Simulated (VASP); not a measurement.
A run of VASP 6.6.1:

The input INCAR:

```
SYSTEM = Zn2CdSeS2
PREC = Accurate
ENCUT = 520
EDIFF = 1E-7
ISMEAR = 0
SIGMA = 0.03
LREAL = .False.
LASPH = .True.
NELM = 120
ALGO = Normal
ISIF = 3
LWAVE = .False.
LCHARG = .False.
GGA = PE
IBRION = 2
NSW = 60
EDIFFG = -0.005
POTIM = 0.3
KPAR = 4
```

File KPOINTS:

```
regular mesh
0
Gamma
  8 8 4
  0 0 0
```

Contents of POSCAR:

```
Zn2CdSeS2                               
1.0
    4.0059356477      0.0000000000      0.0000000000
   -2.0029678239      3.4692420438     -0.0000000000
    0.0000000000      0.0000000000     10.0074091545
  Zn              Cd              Se              S             
     2     1     1     2
Direct
     0.3333333300000021    0.6666666699999979    0.3422348281616121
     0.6666666699999979    0.3333333300000021    0.6488075584275036
     0.0000000000000000    0.0000000000000000    0.0153450466253327
     0.6666666699999979    0.3333333300000021    0.8955871878475532
     0.0000000000000000    0.0000000000000000    0.2700491940411880
     0.3333333300000021    0.6666666699999979    0.5779008848968114
```

Potentials or basis: VASP PAW PBE potentials, release 64 (Zn, Cd, Se, S).

Command:

```sh
$ cat potpaw_PBE.64/Zn/POTCAR potpaw_PBE.64/Cd/POTCAR potpaw_PBE.64/Se/POTCAR potpaw_PBE.64/S/POTCAR > POTCAR
$ mpirun -np 4 vasp_std > vasp.out
```

Hardware: 4 MPI ranks on Intel(R) Xeon(R) 6975P-C (Granite Rapids), with other jobs on the host.

Problem. How long does it take, and how much memory?

Solution. Wall time 37 s on 4 MPI ranks on Intel(R) Xeon(R) 6975P-C (Granite Rapids), on a shared host, peak memory 0.37 GiB a rank. Counts: scf iterations 23, k points 35, ion steps 2.
